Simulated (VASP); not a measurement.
OSZICAR of a VASP run on GaAs (space group F-43m):

OSZICAR:
```
       N       E                     dE             d eps       ncg     rms          rms(c)
DAV:   1     0.129069410876E+03    0.12907E+03   -0.95722E+03   260   0.160E+03
DAV:   2    -0.317061612773E+00   -0.12939E+03   -0.12689E+03   280   0.352E+02
DAV:   3    -0.807633630848E+01   -0.77593E+01   -0.75057E+01   340   0.872E+01
DAV:   4    -0.836826644464E+01   -0.29193E+00   -0.29179E+00   359   0.211E+01
DAV:   5    -0.837247367502E+01   -0.42072E-02   -0.42071E-02   346   0.179E+00    0.387E+00
DAV:   6    -0.822475525371E+01    0.14772E+00   -0.31667E-01   410   0.129E+01    0.223E+00
DAV:   7    -0.820434212181E+01    0.20413E-01   -0.69672E-02   353   0.259E+00    0.768E-01
DAV:   8    -0.820556686565E+01   -0.12247E-02   -0.64464E-03   314   0.631E-01    0.112E-01
DAV:   9    -0.820594408328E+01   -0.37722E-03   -0.10355E-03   328   0.338E-01    0.446E-02
DAV:  10    -0.820610278454E+01   -0.15870E-03   -0.18862E-04   315   0.114E-01    0.749E-03
DAV:  11    -0.820611735281E+01   -0.14568E-04   -0.20527E-05   308   0.424E-02    0.293E-03
DAV:  12    -0.820611781689E+01   -0.46407E-06   -0.14622E-06   344   0.924E-03    0.659E-04
DAV:  13    -0.820611778323E+01    0.33659E-07   -0.77767E-08   316   0.411E-03    0.105E-04
DAV:  14    -0.820611779982E+01   -0.16597E-07   -0.70562E-09   248   0.988E-04    0.524E-05
DAV:  15    -0.820611780175E+01   -0.19304E-08   -0.10123E-09   180   0.487E-04
   1 F= -.82061178E+01 E0= -.82061178E+01  d E =-.179080E-12
```

Which electronic solver shows in the log?

It is blocked Davidson (ALGO = Normal, or the opening steps of other solvers). The INCAR had ALGO = Normal.

Can the final energy be trusted as converged?

The run converged. It stopped with EDIFF = 1E-8, NELM = 100 (PBE GGA, plane waves, VASP's PBE PAW potentials (set 64)).

The structure comes from a computed database's GaAs entry (F-43m); how it stands against other phases isn't given here. The cell was not relaxed at this level.
